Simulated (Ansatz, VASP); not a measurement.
# Cross-check of BiSb between VASP and Ansatz, part 2 of 2

One calculation is typed for both programs; each brings its own data sets. How far apart do they land? The cell is generated by rule, not measured, and may not be a known phase. Of the first pair: The cell is taken from a series of runs on this material, whose earlier steps may have relaxed, scaled, displaced or heated it; both programs get it as it stands.

VASP 6.6.1 and Ansatz 0.2.0.

So far: The starting structure; VASP: relaxation of cell and atoms, PBEsol, pair 1; Ansatz: relaxation of cell and atoms, PBEsol, pair 1; Differences.

### Step 5. VASP: relaxation of cell and atoms, PBEsol, pair 2

Level of this step: PBEsol; plane waves and PAW (Sb, Bi_d); invented cell (VASP).

The relaxed volume is the usual yardstick between codes: in a stiff, nearly cubic crystal its relative difference is about their pressure difference at one cell divided by the bulk modulus. Its start cell is another than that of the pair before, and may be another structure of the material.

INCAR reads:

```
SYSTEM = BiSb
PREC = Accurate
ENCUT = 500
EDIFF = 1E-07
NELM = 120
ISMEAR = 1
SIGMA = 0.15
LREAL = .FALSE.
ALGO = Normal
GGA = PS
NBANDS = 26
LORBIT = 11
LWAVE = .FALSE.
LCHARG = .FALSE.
ISIF = 3
IBRION = 2
NSW = 80
EDIFFG = -0.005
LASPH = .TRUE.
GGA_COMPAT = .FALSE.
NELMIN = 4
KPAR = 2
```

POSCAR reads:

```
BiSb
1.0
    5.2968080000      0.0000000000      0.0000000000
   -2.6484040000      4.5871700000      0.0000000000
    0.0000000000      0.0000000000      6.6025180000
Sb Bi
2 2
Direct
    0.3333332970      0.6666665940      0.2803018485
    0.6666667030      0.3333334060      0.7803018485
    0.6666667030      0.3333334060      0.2288460251
    0.3333332970      0.6666665940      0.7288460251
```

KPOINTS reads:

```
Automatic mesh
0
Gamma
9 9 6
0 0 0
```

The projector-augmented-wave data sets are Sb and Bi_d (PBE family, release 64).

The run is started by

```console
> mpirun -np 2 vasp_std
```

Numbers of over 12 decimals in the logs are rounded to 6 here.

The program printed:

```text
[banner, memory and clock lines left out]
running    2 mpi-ranks, on    1 nodes
[...]
[... a notice as in an earlier step ...]

 LDA part: xc-table for (Slater+PW92), standard interpolation
 POSCAR, INCAR and KPOINTS ok, starting setup
[...]
entering main loop
       N       E                     dE             d eps       ncg     rms          rms(c)
DAV:   1     0.362394136511E+03    0.36239E+03   -0.18482E+04  2568   0.143E+03
DAV:   2     0.174531561644E+02   -0.34494E+03   -0.34051E+03  2704   0.372E+02
DAV:   3    -0.159916276215E+02   -0.33445E+02   -0.32709E+02  3128   0.138E+02
DAV:   4    -0.171525548296E+02   -0.11609E+01   -0.11591E+01  2976   0.283E+01
[...]
DAV:  13    -0.170820889083E+02   -0.24265E-06   -0.31491E-07  2724   0.322E-03    0.666E-04
DAV:  14    -0.170820891662E+02   -0.25787E-06   -0.15730E-07  2048   0.170E-03    0.197E-04
DAV:  15    -0.170820891900E+02   -0.23792E-07   -0.13611E-08  1422   0.967E-04
   1 F= -.17082089E+02 E0= -.17082558E+02  d E =-.170821E+02
[... from here on, the cycles between the ionic steps are left out ...]
   2 F= -.17082122E+02 E0= -.17082564E+02  d E =-.324012E-04
   3 F= -.17082124E+02 E0= -.17082572E+02  d E =-.347904E-04
   4 F= -.17082135E+02 E0= -.17082584E+02  d E =-.111559E-04
   5 F= -.17082158E+02 E0= -.17082607E+02  d E =-.342413E-04
   6 F= -.17082159E+02 E0= -.17082604E+02  d E =-.346557E-04
   7 F= -.17082166E+02 E0= -.17082613E+02  d E =-.418669E-04
   8 F= -.17082173E+02 E0= -.17082603E+02  d E =-.705983E-05
 trial-energy change:   -0.000007  1 .order   -0.000007   -0.000010   -0.000004
 step:   0.8119(harm=  0.8119)  dis= 0.00047  next Energy=   -17.082175 (dE=-0.907E-05)
 reached required accuracy - stopping structural energy minimisation
```

Parts of OUTCAR (step 5):

```text
  Total        0.0076998      0.0076998     -0.0155999      0.0000000      0.0000000      0.0000000
  in kB        0.0770802      0.0770801     -0.1561659      0.0000000      0.0000000      0.0000000
  external PRESSURE =      -0.0006685 kB  Pullay stress =       0.0000000 kB

 POSITION                                       TOTAL-FORCE (eV/Angst)
 -----------------------------------------------------------------------------------
      0.00000      3.05719      1.84433         0.000000      0.000000      0.001489
      2.64760      1.52859      5.13983         0.000000     -0.000000      0.001489
      2.64760      1.52859      1.51146        -0.000000     -0.000000     -0.001489
      0.00000      3.05719      4.80696        -0.000000     -0.000000     -0.001489
 -----------------------------------------------------------------------------------
    total drift:                               -0.000000     -0.000000     -0.001169

  FREE ENERGIE OF THE ION-ELECTRON SYSTEM (eV)
  ---------------------------------------------------
  free  energy   TOTEN  =       -17.0821729071 eV

  energy  without entropy=      -17.0834639679  energy(sigma->0) =      -17.08260326

[... 1 part as in an earlier step ...]

[... 3 further parts left out ...]
[key lines of the parts left out:]
E-fermi :   4.9523
```

The run keeps the 12 symmetry operations of its start, so it cannot find a distortion of lower symmetry.

### Step 6. Ansatz: relaxation of cell and atoms, PBEsol, pair 2

The same cell, functional, mesh and smearing now go to Ansatz, which takes its cutoff from its data sets.

The cell is taken from a series of runs on this material, whose earlier steps may have relaxed, scaled, displaced or heated it; both programs get it as it stands.

input.yaml reads:

```yaml
crystal:
  lattice:
    - [5.2968076618, 0.0, 0.0]
    - [-2.6484038309, 4.5871699941, 0.0]
    - [0.0, 0.0, 6.6025175181]
  atoms:
    - { symbol: Sb, position: [0.3333333333, 0.6666666667, 0.2803019293] }
    - { symbol: Sb, position: [0.6666666667, 0.3333333333, 0.7803019293] }
    - { symbol: Bi, position: [0.6666666667, 0.3333333333, 0.2288460882] }
    - { symbol: Bi, position: [0.3333333333, 0.6666666667, 0.7288460882] }
kpoints:
  mp_grid: { grid: [9, 9, 6] }
hamiltonian:
  xc: pbesol
scf:
  occupations: { method: methfessel_paxton, width: 0.15 }
output:
  forces: true
  stress: true
  eigenvalues: true
relax:
  adjacent_minimum: "off"
  f_tol: 0.001
  max_steps: 60
  cell: { stress_tol: 0.01 }
```

The run is started by

```console
> ansatz run input.yaml --threads 4 --pin off --max-ram 7168MiB --backend cpu --events-out ev --progress --plain --runs-dir out
```

The program printed:

```text
[...]
Crystal: 4 atoms, lattice volume = 160.424 Å³
Basis set: ecut = 420 eV, 3089 PW (Γ), exchange–correlation on 72×72×90 points (8 copies of the dense FFT grid, shifted against one another)
Bands: 36, of which v1, the nominal top of the filled ones, is band 30 counted from 1 (29 counted from 0)
Symmetry: 12 space group operations
[...]
k-points: 48 of 486 (time reversal used)
[...]
--- Relaxed structure (4 steps of the walk, 4 accepted, 1 SCFs on fresh bases) ---
[...]
cell:  # Å, volume = 160.1754 Å³
    - [5.295925, 0, 0]
    - [-2.647963, 4.586406, 0]
    - [0, 0, 6.594494]
  atoms:
    - { symbol: Sb, position: [0.333333, 0.666667, 0.280123] }
    - { symbol: Sb, position: [0.666667, 0.333333, 0.780123] }
    - { symbol: Bi, position: [0.666667, 0.333333, 0.229025] }
    - { symbol: Bi, position: [0.333333, 0.666667, 0.729025] }
[key lines of the parts left out:]
SCF converged after 6 iterations
Free energy (F): -37299.526228 eV
Fermi energy:    7.486338 eV
P = ⅓ Tr σ = -0.0001 GPa (-0.001 kbar)
```

### Step 7. Comparison

What differs besides the data sets and the points named for the pairs above, as far as they apply: the data sets hold 60 valence electrons in Ansatz (on its default PAW (the set named soft_2) files) and 40 in VASP. Total energies have different zeros and are not compared.

Compared:

| quantity | Ansatz | VASP | difference |
| --- | --- | --- | --- |
| volume (Å³) | 160.18 | 160.05 | +0.08 % |
| edge a after relaxation, in the typed setting (Å) | 5.296 | 5.295 | +0.01 % |
| edge c after relaxation, in the typed setting (Å) | 6.595 | 6.591 | +0.05 % |

### Step 8. Ansatz: relaxation of cell and atoms, PBEsol, pair 3

The relaxed volume is the usual yardstick between codes: in a stiff, nearly cubic crystal its relative difference is about their pressure difference at one cell divided by the bulk modulus. Its start cell is another than that of the pair before, and may be another structure of the material.

The two relaxations start from unlike cells of this crystal (the structure described is Ansatz's start), so only their ends are compared.

input.yaml reads:

```yaml
crystal:
  lattice:
    - [4.93981, 0.0, 0.0]
    - [-2.4699, 4.278, 0.0]
    - [0.0, 0.0, 7.13]
  atoms:
    - { symbol: Sb, position: [0.333333, 0.666667, 0.25] }
    - { symbol: Sb, position: [0.666667, 0.333333, 0.75] }
    - { symbol: Bi, position: [0.666667, 0.333333, 0.25] }
    - { symbol: Bi, position: [0.333333, 0.666667, 0.75] }
kpoints:
  mp_grid: { grid: [9, 9, 6] }
hamiltonian:
  xc: pbesol
scf:
  occupations: { method: gaussian, width: 0.1 }
output:
  forces: true
  stress: true
  eigenvalues: true
relax:
  adjacent_minimum: "off"
  f_tol: 0.005
  max_steps: 80
  cell: { stress_tol: 0.05 }
```

The program printed:

```text
[...]
--- Relaxed structure (5 steps of the walk, 5 accepted, 1 SCFs on fresh bases) ---
[...]
cell:  # Å, volume = 155.3469 Å³
    - [5.295158, -3.094411833721933e-6, 0.0]
    - [-2.647576, 4.585743, 0.0]
    - [0.0, 0.0, 6.397557]
  atoms:
    - { symbol: Sb, position: [0.333333, 0.666667, 0.250000] }
    - { symbol: Sb, position: [0.666667, 0.333333, 0.750000] }
    - { symbol: Bi, position: [0.666667, 0.333333, 0.250000] }
    - { symbol: Bi, position: [0.333333, 0.666667, 0.750000] }
[key lines of the parts left out:]
SCF converged after 8 iterations
Free energy (F): -37299.467258 eV
Fermi energy:    7.732515 eV
P = ⅓ Tr σ = 0.0350 GPa (0.350 kbar)
```

### Step 9. VASP: relaxation of cell and atoms, PBEsol, pair 3

Its own start cell and the same functional, mesh and smearing now go to VASP, with its own data sets.

INCAR, as its differences from that of step 5:

```diff
@@ -5,4 +5,4 @@
 NELM = 120
-ISMEAR = 1
-SIGMA = 0.15
+ISMEAR = 0
+SIGMA = 0.1
 LREAL = .FALSE.
```

POSCAR reads:

```
BiSb
1.0
    5.2974924818     -0.0000032250      0.0000000000
   -2.6487435666      4.5877651815      0.0000000000
    0.0000000000      0.0000000000      6.3983951123
Sb Bi
2 2
Direct
    0.3333333619      0.6666665887      0.2500000000
    0.6666668406      0.3333334113      0.7500000000
    0.6666668406      0.3333334113      0.2500000000
    0.3333333619      0.6666665887      0.7500000000
```

KPOINTS is that of step 5.

The run is started by

```console
> mpirun -np 2 vasp_std
```

The program printed:

```text
[... set-up lines as in an earlier step ...]
 entering main loop
       N       E                     dE             d eps       ncg     rms          rms(c)
DAV:   1     0.366574753778E+03    0.36657E+03   -0.18518E+04  2584   0.144E+03
DAV:   2     0.164908383461E+02   -0.35008E+03   -0.34549E+03  2766   0.377E+02
DAV:   3    -0.159788362957E+02   -0.32470E+02   -0.31813E+02  3174   0.136E+02
DAV:   4    -0.170995066298E+02   -0.11207E+01   -0.11185E+01  2886   0.282E+01
[...]
DAV:  13    -0.170252775138E+02   -0.19579E-06   -0.49909E-07  2840   0.454E-03    0.614E-04
DAV:  14    -0.170252777906E+02   -0.27675E-06   -0.14528E-07  1990   0.189E-03    0.169E-04
DAV:  15    -0.170252778110E+02   -0.20408E-07   -0.12300E-08  1446   0.109E-03
   1 F= -.17025278E+02 E0= -.17019945E+02  d E =-.170253E+02
[...]
N       E                     dE             d eps       ncg     rms          rms(c)
DAV:   1    -0.170254596483E+02   -0.18186E-03   -0.51671E-03  3004   0.856E-01    0.673E-02
DAV:   2    -0.170253129687E+02    0.14668E-03   -0.30493E-04  3006   0.223E-01    0.295E-02
DAV:   3    -0.170252805406E+02    0.32428E-04   -0.13105E-04  3106   0.131E-01    0.455E-03
DAV:   4    -0.170252815944E+02   -0.10538E-05   -0.54021E-06  2838   0.171E-02    0.272E-03
DAV:   5    -0.170252824196E+02   -0.82513E-06   -0.51027E-07  2402   0.512E-03    0.862E-04
DAV:   6    -0.170252826803E+02   -0.26073E-06   -0.11841E-07  1410   0.346E-03    0.307E-04
DAV:   7    -0.170252826100E+02    0.70310E-07   -0.46107E-08  1340   0.233E-03
   2 F= -.17025283E+02 E0= -.17019966E+02  d E =-.479896E-05
 trial-energy change:   -0.000005  1 .order   -0.000004   -0.000015    0.000006
 step:   0.7297(harm=  0.6967)  dis= 0.00000  next Energy=   -17.025283 (dE=-0.566E-05)
 reached required accuracy - stopping structural energy minimisation
```

From OUTCAR (step 9):

```text
  Total        0.0101854      0.0101854      0.0065186     -0.0000000     -0.0000000      0.0000000
  in kB        0.1050112      0.1050113      0.0672064     -0.0000000     -0.0000000      0.0000000
  external PRESSURE =       0.0924096 kB  Pullay stress =       0.0000000 kB

 POSITION                                       TOTAL-FORCE (eV/Angst)
 -----------------------------------------------------------------------------------
      0.00000      3.05761      1.59948         0.000000     -0.000000      0.000000
      2.64797      1.52880      4.79845        -0.000000      0.000000      0.000000
      2.64797      1.52880      1.59948         0.000000      0.000000      0.000000
      0.00000      3.05761      4.79845        -0.000000     -0.000000      0.000000
 -----------------------------------------------------------------------------------
    total drift:                               -0.000821      0.000059     -0.000072

  FREE ENERGIE OF THE ION-ELECTRON SYSTEM (eV)
  ---------------------------------------------------
  free  energy   TOTEN  =       -17.0252826100 eV

  energy  without entropy=      -17.0146495523  energy(sigma->0) =      -17.01996608

[... 2 parts as in an earlier step ...]

[... 2 further parts left out ...]
[key lines of the parts left out:]
E-fermi :   5.1077
```

### Step 10. Differences

What differs besides the data sets and the points named for the pairs above, as far as they apply: the data sets hold 60 valence electrons in Ansatz (on its default PAW (the set named soft_2) files) and 40 in VASP. Total energies have different zeros and are not compared.

Compared:

| quantity | Ansatz | VASP | difference |
| --- | --- | --- | --- |
| volume (Å³) | 155.35 | 155.40 | -0.04 % |
| edge a after relaxation, in the typed setting (Å) | 5.295 | 5.296 | -0.01 % |
| edge c after relaxation, in the typed setting (Å) | 6.398 | 6.398 | +0.00 % |

### Step 11. Results

```yaml
difference_in_volume_relaxation_of_cell_and_atoms_pbesol_pair_1: 0.0055 %
difference_in_volume_relaxation_of_cell_and_atoms_pbesol_pair_2: 0.080 %
difference_in_volume_relaxation_of_cell_and_atoms_pbesol_pair_3: -0.035 %
```

**Reading.** The difference in volume is 0.080 % (relaxation of cell and atoms, PBEsol, pair 2), within the 1.2 % picked in this series as the mark of a large difference, as far as the stopping tolerances let one tell. The data sets hold unlike numbers of valence electrons (60 in Ansatz and 40 in VASP), so part of the differences comes from the potentials. 1 further run of this series is not shown here. Such differences can come from data sets, numerical settings and the points named under the comparisons, not from the functional's error against experiment.

[Lines on the potential files, build, host, timing and source positions are cut from VASP's logs without a mark.]

[Logs are printed without paths, hosts, clocks, repeated set-up lines and the standing remarks that a program may print on its own settings, such as how far it seeks lower states.]

[Hosts, paths, dates, database ids (printed as entryN), source tags and the programs' standing remarks are cut or masked in the printed files.]
